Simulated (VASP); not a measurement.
AuAl2 (fluorite) relaxed at rising pressure, in one space group throughout; other phases were not tried. The pressures are those reached. These are PBE GGA, VASP's PBE PAW potentials (set 64) (plane waves; VASP 6.6.1) values and carry that method's errors.

```csv
P (GPa),V (Å³/atom),k-mesh
0.00,18.507,9×9×9
4.97,17.737,9×9×9
9.95,17.115,9×9×9
20.01,16.138,9×9×9
30.00,15.392,9×9×9
```

A change of mesh leaves a small step in the series.

Fit an equation of state and predict the volume at 44.90 GPa.

Least squares on the third-order Birch-Murnaghan form, P = (3B0/2)(y⁷ − y⁵)[1 + (3/4)(B′ − 4)(y² − 1)] with y = (V0/V)^(1/3), gives V0 = 18.505 Å³/atom, B0 = 107 GPa and B′ = 4.6, and so 14.536 Å³/atom. The run gave 14.532 Å³/atom, -0.0 % from the fit.

Pressures at which the relaxation failed are left out.

The compound is AuAl2 in the fluorite structure. The electron count is odd and the run is not spin-polarised, which forces a metal.
